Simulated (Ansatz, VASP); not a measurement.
**Cross-check of WS2 between VASP and Ansatz**

One calculation is typed for both programs; each brings its own data sets. How far apart do they land? The cell is taken from a series of runs on this material, whose earlier steps may have relaxed, scaled, displaced or heated it; both programs get it as it stands.

Program: Ansatz 0.2.0. Level of theory: plane waves, with VASP 6.6.1 beside it; single point at PBEsol. Results are calculated unless marked as measured.

## 1. Set-up

The cell holds 9 atoms: 3 W and 6 S. Cell: a = 5.448 Å, b = 5.448 Å, c = 29.504 Å, α = 90.0°, β = 90.0°, γ = 60.0°. It derives from WS2. Vacuum lies along c.

## 2. Ansatz: single point, PBEsol, pair 1

Ansatz runs on its PAW soft_1 files.

A single point gives forces, pressure and levels at one fixed geometry, so differences don't come from the geometry; what else differs is listed under the comparison.

Contents of input.yaml:

```yaml
crystal:
  lattice:
    - [4.7179496554, 2.7239095036, 0.0]
    - [0.0, 5.4478190071, 0.0]
    - [0.0, 0.0, 29.504]
  atoms:
    - { symbol: W, position: [0.0233149638, -0.0466301983, 0.3389370858] }
    - { symbol: W, position: [0.3333335362, 0.3333331061, 0.3389370933] }
    - { symbol: W, position: [0.6433514999, 0.7132970922, 0.3389371007] }
    - { symbol: S, position: [0.9943955357, 0.3333331483, 0.3895885222] }
    - { symbol: S, position: [0.3389379977, 0.6610619992, 0.3944486903] }
    - { symbol: S, position: [0.6666662633, 1.0056048525, 0.394448566] }
    - { symbol: S, position: [0.3277286202, 0.0056046617, 0.2834254787] }
    - { symbol: S, position: [0.6722713285, 0.3333331663, 0.2882856519] }
    - { symbol: S, position: [5.14e-08, 0.6610619687, 0.2834254741] }
  periodic: [true, true, false]
kpoints:
  mp_grid: { grid: [9, 9, 1] }
hamiltonian:
  xc: pbesol
  pseudopotentials: { kind: paw, azcp: { folder: soft_1 }, xc_functional: pbe }
scf:
  occupations: { method: methfessel_paxton, width: 0.2 }
output:
  forces: true
  stress: true
  eigenvalues: true
```

Run with:

```bash
$ ansatz run input.yaml --threads 4 --pin off --max-ram 16384MiB --backend cpu --events-out ev --progress --plain --runs-dir out
```

Numbers of over 12 decimals in the logs are rounded to 6 here.

The log of the run:

```text
Warning: the atoms were moved onto the symmetric positions of the space group found under crystal.symmetry.tolerance 1.0e-5 (fractional; no operation is sought that the atoms, as they stand in a round, miss by more than twice it, and no atom is moved by as much as it), and the run uses the moved positions. Before a round's move an operation carried an atom to 4.18e-6 Å from where it should land, the largest such dist [...]
Engine: ansatz 0.2.0, aarch64-unknown-linux-gnu
Pseudopotentials: kind: paw
Pseudopotential: W, paw, valence charge 14, recommended cutoff 420 eV (normal), soft_1/W.paw.azcp
Pseudopotential: S, paw, valence charge 6, recommended cutoff 420 eV (normal), soft_1/S.paw.azcp
Functional definition: PBEsol
  exchange = pbesol_x
  correlation = pbesol_c
Crystal: 9 atoms, lattice volume = 758.328 Å³
Basis set: ecut = 420 eV, 14757 PW (Γ), exchange–correlation on 80×80×400 points (8 copies of the dense FFT grid, shifted against one another)
Bands: 48, of which v1, the nominal top of the filled ones, is band 39 counted from 1 (38 counted from 0)
Symmetry: 4 space group operations
Space group: C2/m (ITA 12), of the structure as read, at distance tolerance 9.1e-5 Å
k-points: 25 of 81
Non-local potential: W, projectors of the file, l = 0: 3, l = 1: 2, l = 2: 2, l = 3: 1
Non-local potential: S, projectors of the file, l = 0: 2, l = 1: 2, l = 2: 1
PAW form: soft (Blöchl's): semilocal exchange-correlation on the pseudo side does not see the compensation charge
PAW frozen core: W, regenerated for the run's functional, and the local potential with it (the file was generated under x = pbe(κ = 0.804, μ = 0.219515), c = pbe(β = 0.066725))
PAW frozen core: S, regenerated for the run's functional, and the local potential with it (the file was generated under x = pbe(κ = 0.804, μ = 0.219515), c = pbe(β = 0.066725))
PAW one-centre angular grid: W, 590 points (default); XC on 64 Gauss nodes
PAW one-centre angular grid: S, 110 points (default); XC on 64 Gauss nodes
Initial density: superposition of atomic densities (neutral atoms: chi_scale 0, normalization atom)
Initial wavefunctions: pseudopotential atomic-orbital guess
Functional: x = pbesol(κ = 0.804, μ = 0.123457), c = pbesol(β = 0.046)
SCF iter   1: F=—  HF=-36089.209689 eV  |F-HF|=—  |Δ(HF+E_count)|=         —  Δρ=2.14e-2  dr2=4.19e0  ethr=3.10e-3  ⟨swp⟩=16.1  Hψ=9002  notcnv=0
preconditioner: auto → LDOS  [metal: Δε(μ)=0.094 eV  Ē_g=8.377 eV  σ=0.200 eV  W_gap=0.38  n_scr=94 (ndim 8)  ℏωp=9.9 eV  f_vac=0.755  D(μ)=0.80/eV (n_scr^D=4)  β→1.0]
SCF iter   2: F=—  HF=-36089.394129 eV  |F-HF|=—  |Δ(HF+E_count)|=   1.84e-1  S|Δr|=    0.00e0  Δρ=1.91e-2  dr2=6.27e0  ethr=3.10e-3  ⟨swp⟩=5.4  Hψ=3920  notcnv=0  defer=47
SCF iter   3: F=—  HF=-36087.833365 eV  |F-HF|=—  |Δ(HF+E_count)|=    1.56e0  S|Δr|=    0.00e0  Δρ=3.85e-3  dr2=2.99e-1  ethr=3.10e-3  ⟨swp⟩=5.6  Hψ=4034  notcnv=0  defer=47
SCF iter   4: F=—  HF=-36087.799096 eV  |F-HF|=—  |Δ(HF+E_count)|=   3.43e-2  S|Δr|=    0.00e0  Δρ=1.55e-3  dr2=4.12e-2  ethr=3.83e-4  ⟨swp⟩=3.6  Hψ=2713  notcnv=0  defer=45
SCF iter   5: F=—  HF=-36087.792079 eV  |F-HF|=—  |Δ(HF+E_count)|=   7.02e-3  S|Δr|=    0.00e0  Δρ=3.52e-4  dr2=1.84e-3  ethr=5.29e-5  ⟨swp⟩=3.3  Hψ=2362  notcnv=0  defer=45
SCF iter   6: F=—  HF=-36087.791894 eV  |F-HF|=—  |Δ(HF+E_count)|=   1.84e-4  S|Δr|=    0.00e0  Δρ=8.17e-5  dr2=9.76e-5  ethr=2.36e-6  ⟨swp⟩=3.5  Hψ=2946  notcnv=0  defer=45
SCF iter   7: F=—  HF=-36087.791907 eV  |F-HF|=—  |Δ(HF+E_count)|=   1.31e-5  S|Δr|=    0.00e0  Δρ=2.97e-5  dr2=9.75e-6  ethr=1.25e-7  ⟨swp⟩=3.4  Hψ=2646  notcnv=0  defer=45
SCF iter   8: F=—  HF=-36087.791911 eV  |F-HF|=—  |Δ(HF+E_count)|=   3.68e-6  S|Δr|=    0.00e0  Δρ=7.73e-6  dr2=5.86e-7  ethr=1.25e-8  ⟨swp⟩=3.5  Hψ=2800  notcnv=0  defer=45
SCF iter   9: F=-36087.791912 eV  HF=-36087.791911 eV  |F-HF|=7.84e-8  |Δ(HF+E_count)|=   4.13e-7  S|Δr|=    0.00e0  Δρ=2.40e-6  dr2=3.71e-8  ethr=1.28e-10  ⟨swp⟩=24.1  Hψ=9382  notcnv=0
SCF 1 converged in 9 iterations: F = -36087.791912 eV  dr2 = 3.71e-8
  greatest PAW one-centre occupation: 0.999 electrons in one spin orbital (limit 2), on the W atom at site 1 (counted from 0), in its partial waves of l = 0
SCF converged after 9 iterations
Stability not checked: this state was not tested for a lower state beside it, because cold or Methfessel-Paxton smearing, or corrected tetrahedra, fill the levels in a way that the test cannot read (fill_not_monotonic; see scf.lower_state_search)
Free energy (F): -36087.791912 eV
Harris-Foulkes:  -36087.791911 eV  (|F-HF|=7.84e-8)
Internal energy: -36087.799393 eV  (E = F + TS)
E sigma→0 (E₀):  -36087.793782 eV
Entropy (-TS):   0.007481 eV (0.831 meV/atom)
Fermi energy:    -4.914302 eV
Step filling:    the computed levels leave a gap of 0.0320 eV = 0.2 smearing widths at the electron count; against every level under it full and every level over it empty, smearing changes F+E_penalty+E_count by +0.348 meV and its σ→0 estimate by -1.523 meV
--- Per-component energies (eV) ---
  E_band       = -1865.973398
  E_kinetic    = 1904.559645
  E_local      = -131599.715450  (includes V_loc(G=0)·N_el)
  E_nonlocal   = 140.998044
  E_hartree    = 64714.842275
  E_xc         = -1327.053886
  E_vxc        = -1190.503183  (∫ρ·V_xc dr)
  E_paw        = -28907.332186  (= ΣΔE_a)
  E_vpaw       = -550.975658  (= ΣTr[D̂ρ^β])
  E_aug_tail   = 0.000455  (compensation charges beyond the density's cutoff)
  E_ewald      = 58984.864440
  E_core_change = 1.037270  (= ΣΔE_core)
  E_smearing   = 0.007481  (= −TS)
  E_closure    = -0.000000  (closes the sum)
  Σ components = -36087.791912   (vs F -36087.791912, Δ=0.00e0)
--- Forces (eV/Å), atoms counted from 1 ---
  atom   1  W     -0.07332177     0.12699703    -0.00000000
  atom   2  W      0.00000000     0.00000000     0.00000000
  atom   3  W      0.07332177    -0.12699703     0.00000000
  atom   4  S     -0.17438194    -0.10067946    -0.34711404
  atom   5  S      0.24605887     0.03843493    -0.12858535
  atom   6  S      0.15631506     0.19387576    -0.12858535
  atom   7  S     -0.24605887    -0.03843493     0.12858535
  atom   8  S      0.17438194     0.10067946     0.34711404
  atom   9  S     -0.15631506    -0.19387576     0.12858535
  max |Σ_I F_I| component: 1.11e-16 eV/Å
--- 2D stress c σ (N/m, compression-positive) ---
        1.099761      -0.678173       0.000000
       -0.678173       1.882848       0.000000
        0.000000       0.000000       0.000000
  P = ½ c Tr σ = 1.4913 N/m
--- Band table (eV; the first three rows and the last of 25) ---
  k-point 0: bands = [... 35 lower, -5.7220, -5.7201, -5.3521, -5.2743, -4.6561, -4.4445, -4.4375, -3.9944, ... 5 higher]
  k-point 1: bands = [... 35 lower, -6.0083, -5.9225, -5.7450, -4.9110, -4.6118, -4.6110, -4.2914, -3.8153, ... 5 higher]
  k-point 2: bands = [... 35 lower, -6.4957, -6.2114, -5.9201, -4.9189, -4.7835, -4.4001, -4.1042, -3.4693, ... 5 higher]
  k-point 24: bands = [... 35 lower, -7.1785, -6.7690, -6.5791, -6.0306, -4.2544, -4.1759, -3.7417, -2.8878, ... 5 higher]
```

## 3. VASP: single point, PBEsol, pair 1

The same cell, functional, mesh and smearing now go to VASP, with its own data sets.

Lines of VASP's logs that name or quote its potential files are left out, and so is its time.

Contents of INCAR:

```
SYSTEM = WS2
PREC = Accurate
ENCUT = 520
EDIFF = 1E-06
NELM = 120
ISMEAR = 1
SIGMA = 0.2
LREAL = .FALSE.
ALGO = Normal
GGA = PS
NBANDS = 36
LASPH = .TRUE.
LORBIT = 11
LWAVE = .FALSE.
LCHARG = .FALSE.
ISIF = 2
LDIPOL = .TRUE.
IDIPOL = 3
DIPOL = 0.5 0.5 0.339
LVHAR = .TRUE.
GGA_COMPAT = .FALSE.
NELMDL = -8
KPAR = 2
```

Contents of POSCAR:

```
WS2
1.0
    4.7179496554      2.7239095036      0.0000000000
    0.0000000000      5.4478190071      0.0000000000
    0.0000000000      0.0000000000     29.5040000000
W S
3 6
Direct
    0.0233148731      0.9533699830      0.3389370858
    0.3333330505      0.3333336283      0.3389370858
    0.6433512279      0.7132972736      0.3389370858
    0.9943951496      0.3333336283      0.3895885210
    0.3389376688      0.6610622417      0.3944486617
    0.6666662822      0.0056050149      0.3944486617
    0.3277284322      0.0056050149      0.2834255099
    0.6722709514      0.3333336283      0.2882856506
    0.9999998188      0.6610622417      0.2834255099
```

Contents of KPOINTS:

```
Automatic mesh
0
Gamma
9 9 1
0 0 0
```

The projector-augmented-wave data sets are W and S (PBE family, release 64).

Run with:

```bash
$ mpirun -np 2 vasp_std
```

The log of the run:

```text
[banner, memory and clock lines left out]
running    2 mpi-ranks, on    1 nodes
 distrk:  each k-point on    1 cores,    2 groups
 distr:  one band on    1 cores,    1 groups

 POSCAR found type information on POSCAR W S
 POSCAR found :  2 types and       9 ions
|                                                                             |
|               ----> ADVICE to this user running VASP <----                  |
|                                                                             |
|     You enforced a specific xc type in the INCAR file but a different       |
|     [... a line on the potential file left out ...]
|     I HOPE YOU KNOW WHAT YOU ARE DOING!                                     |
|                                                                             |

 LDA part: xc-table for (Slater+PW92), standard interpolation
 POSCAR, INCAR and KPOINTS ok, starting setup
 FFT: planning ... GRIDC
 FFT: planning ... GRID_SOFT
 FFT: planning ... GRID
 WAVECAR not read
 entering main loop
       N       E                     dE             d eps       ncg     rms          rms(c)
DAV:   1     0.457705223549E+03    0.45771E+03   -0.17250E+04  1800   0.108E+03
DAV:   2     0.708400453552E+01   -0.45062E+03   -0.43424E+03  2912   0.211E+02
DAV:   3    -0.749601450445E+02   -0.82044E+02   -0.81563E+02  2256   0.102E+02
DAV:   4    -0.776438306778E+02   -0.26837E+01   -0.26637E+01  2460   0.233E+01
DAV:   5    -0.777116001344E+02   -0.67769E-01   -0.67569E-01  2696   0.310E+00
DAV:   6    -0.777128292078E+02   -0.12291E-02   -0.12267E-02  2584   0.457E-01
DAV:   7    -0.777128879711E+02   -0.58763E-04   -0.58735E-04  2772   0.726E-02
DAV:   8    -0.777128888808E+02   -0.90976E-06   -0.90890E-06  2256   0.896E-03    0.488E+01
DAV:   9    -0.743282576829E+02    0.33846E+01   -0.15032E+01  2612   0.165E+01    0.225E+01
DAV:  10    -0.740657317836E+02    0.26253E+00   -0.88741E+00  2492   0.139E+01    0.117E+01
DAV:  11    -0.735493167751E+02    0.51642E+00   -0.22122E+00  2548   0.673E+00    0.246E+00
DAV:  12    -0.735191130566E+02    0.30204E-01   -0.46763E-01  2588   0.305E+00    0.137E+00
DAV:  13    -0.735102745277E+02    0.88385E-02   -0.40771E-02  2380   0.107E+00    0.610E-01
DAV:  14    -0.735068480416E+02    0.34265E-02   -0.17378E-02  2664   0.552E-01    0.521E-01
[...]
DAV:  22    -0.735072253308E+02   -0.12777E-04   -0.21230E-06  1800   0.488E-03    0.541E-03
DAV:  23    -0.735072781887E+02   -0.52858E-04   -0.18570E-06  1756   0.396E-03    0.438E-03
DAV:  24    -0.735072970165E+02   -0.18828E-04   -0.68090E-07  1656   0.274E-03    0.288E-03
DAV:  25    -0.735073244859E+02   -0.27469E-04   -0.81162E-07  1668   0.244E-03    0.269E-03
DAV:  26    -0.735073315034E+02   -0.70175E-05   -0.11932E-07  1300   0.107E-03    0.842E-04
DAV:  27    -0.735073393139E+02   -0.78106E-05   -0.15346E-07  1356   0.110E-03    0.610E-04
DAV:  28    -0.735073441110E+02   -0.47971E-05   -0.13157E-07  1332   0.841E-04    0.699E-04
DAV:  29    -0.735073450627E+02   -0.95176E-06   -0.23495E-08  1172   0.493E-04
   1 F= -.73507345E+02 E0= -.73509808E+02  d E =0.738989E-02
```

Parts of OUTCAR (step 3):

```text
ion  position               nearest neighbor table
   1  0.023  0.953  0.339-   9 2.33   5 2.33   6 2.45   7 2.45   8 2.49   4 2.49   2 2.93   3 2.95
                             3 2.95   2 3.26   2 3.26
   2  0.333  0.333  0.339-   8 2.38   4 2.38   7 2.43   5 2.43   6 2.43   9 2.43   3 2.93   1 2.93
                             1 3.26   3 3.26   1 3.26   3 3.26
   3  0.643  0.713  0.339-   6 2.33   7 2.33   9 2.45   5 2.45   4 2.49   8 2.49   2 2.93   1 2.95
                             1 2.95   2 3.26   2 3.26
   4  0.994  0.333  0.390-   2 2.38   3 2.49   1 2.49
   5  0.339  0.661  0.394-   1 2.33   2 2.43   3 2.45
   6  0.667  0.006  0.394-   3 2.33   2 2.43   1 2.45
   7  0.328  0.006  0.283-   3 2.33   2 2.43   1 2.45
   8  0.672  0.333  0.288-   2 2.38   1 2.49   3 2.49
   9  1.000  0.661  0.283-   1 2.33   2 2.43   3 2.45

  LATTYP: Found a hexagonal cell.
 ALAT       =     5.4478190071
 C/A-ratio  =     5.4157452664

 Subroutine GETGRP returns: Found  4 space group operations
 (whereof  1 operations were pure point group operations)

The static configuration has the point symmetry C_1 .
 The point group associated with its full space group is C_2h.

 Found     25 irreducible k-points:

   k-points           NKPTS =     25   k-points in BZ     NKDIM =     25   number of bands    NBANDS=     36

   dimension x,y,z NGX =    42 NGY =   42 NGZ =  224
   dimension x,y,z NGXF=    84 NGYF=   84 NGZF=  448

   ENCUT  =  520.0 eV  38.22 Ry    6.18 a.u.  10.13 10.13 54.86*2*pi/ulx,y,z

   NELECT =      54.0000    total number of electrons

 k-points in reciprocal lattice and weights: Automatic mesh
   0.00000000  0.00000000  0.00000000       0.012
   0.11111111  0.00000000  0.00000000       0.049
   0.00000000  0.11111111  0.00000000       0.025
   0.22222222  0.00000000  0.00000000       0.049
   0.00000000  0.22222222  0.00000000       0.025
   0.33333333  0.00000000  0.00000000       0.049
   0.00000000  0.33333333  0.00000000       0.025
   0.44444444  0.00000000  0.00000000       0.049
   0.00000000  0.44444444  0.00000000       0.025
[...]
-0.22222222  0.33333333  0.00000000       0.049
  -0.33333333  0.33333333  0.00000000       0.025

 dipolmoment           0.000000      0.000000      0.000018 electrons x Angstroem

 average (electrostatic) potential at core
       1 -48.4904       2 -48.8892       3 -48.4904       4 -94.4212       5 -94.8511
       6 -94.8511       7 -94.8511       8 -94.4212       9 -94.8511

 E-fermi :  -2.4992

 k-point     1 :       0.0000    0.0000    0.0000
  band No.  band energies     occupation
    ...
     23      -3.7822      2.00000
     24      -3.3116      2.00000
     25      -3.2890      2.00000
     26      -2.9458      2.00701
     27      -2.8298      2.04125
     28      -2.2486     -0.07068
     29      -2.0288     -0.00437
     30      -2.0182     -0.00350
     31      -1.5771     -0.00000
     32      -0.7813     -0.00000
    ...

 k-point     2 :       0.1111    0.0000    0.0000
  band No.  band energies     occupation
    ...
     23      -3.8857      2.00000
     24      -3.7066      2.00000
     25      -3.5974      2.00000
     26      -2.9471      2.00685
     27      -2.7504      2.07062
     28      -2.3626      0.09247
     29      -2.0854     -0.01272
     30      -1.9061     -0.00023
     31      -1.2629     -0.00000
     32      -0.6435     -0.00000
    ...

 k-point     3 :       0.0000    0.1111    0.0000
  band No.  band energies     occupation
    ...
     23      -3.9679      2.00000
     24      -3.5847      2.00000
     25      -3.4976      2.00000
     26      -3.3316      2.00000
     27      -2.4919      0.93851
     28      -2.1966     -0.05416
     29      -2.1928     -0.05240
     30      -1.8714     -0.00008
     31      -1.4031     -0.00000
     32      -0.6319     -0.00000
    ...

  Total        1.2334780      2.4881959     -2.1182617     -1.0866176      0.4551177      0.7882877
  in kB        2.6060642      5.2570036     -4.4754150     -2.2957809      0.9615622      1.6654764
  external PRESSURE =       1.1292176 kB  Pullay stress =       0.0000000 kB

  energy-cutoff  :      520.00
  volume of cell :      758.33
      direct lattice vectors                 reciprocal lattice vectors
     4.717949655  2.723909504  0.000000000     0.211956480  0.000000000  0.000000000
     0.000000000  5.447819007  0.000000000    -0.105978240  0.183559696  0.000000000
     0.000000000  0.000000000 29.504000000     0.000000000  0.000000000  0.033893709

 POSITION                                       TOTAL-FORCE (eV/Angst)
 -----------------------------------------------------------------------------------
      0.11000      5.25729     10.00000        -0.070057      0.121342      0.000000
      1.57265      2.72391     10.00000        -0.000000     -0.000000      0.000000
      3.03530      5.63834     10.00000         0.070057     -0.121342      0.000000
      4.69151      4.52458     11.49442        -0.185747     -0.107241     -0.363034
      1.59909      4.52458     11.63781         0.254558      0.032583     -0.146492
      3.14530      1.84647     11.63781         0.155497      0.204162     -0.146492
      1.54621      0.92324      8.36219        -0.254558     -0.032583      0.146492
      3.17174      3.64715      8.50558         0.185747      0.107241      0.363034
      4.71795      6.32526      8.36219        -0.155497     -0.204162      0.146492
 -----------------------------------------------------------------------------------
    total drift:                                0.001009      0.000592      0.000190

  FREE ENERGIE OF THE ION-ELECTRON SYSTEM (eV)
  ---------------------------------------------------
  free  energy   TOTEN  =       -73.5073450627 eV

  energy  without entropy=      -73.5147349497  energy(sigma->0) =      -73.50980836

 vacuum level on the upper side and lower side of the slab         2.396         2.396

 total charge
# of ion       s       p       d       tot
------------------------------------------
    1        0.573   0.715   4.313   5.601
    2        0.579   0.737   4.224   5.540
    3        0.573   0.715   4.313   5.601
    4        1.351   2.352   0.000   3.704
    5        1.359   2.321   0.000   3.680
    6        1.359   2.321   0.000   3.680
    7        1.359   2.321   0.000   3.680
    8        1.351   2.352   0.000   3.704
    9        1.359   2.321   0.000   3.680
--------------------------------------------------
tot          9.863  16.156  12.849  38.868

[... 3 further parts left out ...]
```

This run has no spin polarisation, so a moment on W, if there is one, isn't seen.

## 4. Side by side

Known differences besides the potentials themselves: Ansatz cuts the interaction across the vacuum, VASP repeats the sheet with a dipole correction; the data sets hold 78 valence electrons in Ansatz (on its PAW soft_1 files) and 54 in VASP; the cutoff is 420 eV in Ansatz and 520 eV in VASP; Ansatz makes its cores anew for this functional, VASP keeps those of its PBE data sets. Total energies have different zeros and are not compared.

Forces (eV/Å; atoms numbered as in POSCAR):

```csv
atom,"Ansatz x, y, z","VASP x, y, z"
W1,"-0.073, 0.127, 0.000","-0.070, 0.121, 0.000"
W2,"0.000, 0.000, 0.000","0.000, 0.000, 0.000"
W3,"0.073, -0.127, 0.000","0.070, -0.121, 0.000"
S4,"-0.174, -0.101, -0.347","-0.186, -0.107, -0.363"
S5,"0.246, 0.038, -0.129","0.255, 0.033, -0.146"
S6,"0.156, 0.194, -0.129","0.155, 0.204, -0.146"
S7,"-0.246, -0.038, 0.129","-0.255, -0.033, 0.146"
S8,"0.174, 0.101, 0.347","0.186, 0.107, 0.363"
S9,"-0.156, -0.194, 0.129","-0.155, -0.204, 0.146"
```

The forces differ by 9.9 meV/Å r.m.s., which is 6.0 % of the r.m.s. force of 0.166 eV/Å (both taken over all components). With vacuum in the cell, a pressure given here is an average over mostly empty space and none of the material.

(Part 1 of 2 ends here.)

[Lines on the potential files, build, host, timing and source positions are cut from VASP's logs without a mark.]

[Logs are printed without paths, hosts, clocks, repeated set-up lines and the standing remarks that a program may print on its own settings, such as how far it seeks lower states.]

[Hosts, paths, dates, database ids (printed as entryN), source tags and the programs' standing remarks are cut or masked in the printed files.]
